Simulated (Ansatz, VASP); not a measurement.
**One calculation of ReB, two programs**

```
CELL_PARAMETERS angstrom
2.81810 0.00000 0.00000
0.00000 2.81810 0.00000
0.00000 0.00000 5.92106
ATOMIC_POSITIONS crystal
Re 0.50000 0.50000 0.21214
Re 0.50000 0.50000 0.78786
B 0.00000 0.50000 0.50000
B 0.50000 0.00000 0.50000
```

Alike in both runs: task single point; functional PBE; k mesh 6 × 6 × 4; occupations gaussian, width 0.1 eV; collinear spin.

```csv
,VASP,Ansatz
version,VASP 6.6.1,Ansatz 0.2.0
potentials or method,"VASP PAW PBE potentials, release 64 (Re, B)","scalar-relativistic, plane waves, PAW"
plane-wave cutoff (eV),520,420
valence electrons in the cell,20,36
```

```tsv
	VASP	Ansatz	Ansatz less VASP
gap on the k mesh at the Fermi level (eV)	none	none	-
pressure (GPa)	0.4	-0.3	-0.64
largest component of the traceless stress (GPa)	0.06	0.03	-0.022
rms of the force components (eV/Å)	0.099	0.014	-0.0853
net moment per atom (μB)	0.00	0.00	0.000
```

Atom by atom the forces differ by 0.085 eV/Å (rms over components). A gap of «none» marks a metal or a gap that the smearing closes. The two sets of potentials don't hold the same shells in valence. Ansatz warned: «seeded_moment_not_kept».

Caveats: the k mesh is coarse (spacing up to 0.37 Å⁻¹), so the values aren't converged. Spin-orbit coupling is left out, which matters for the levels of Re.
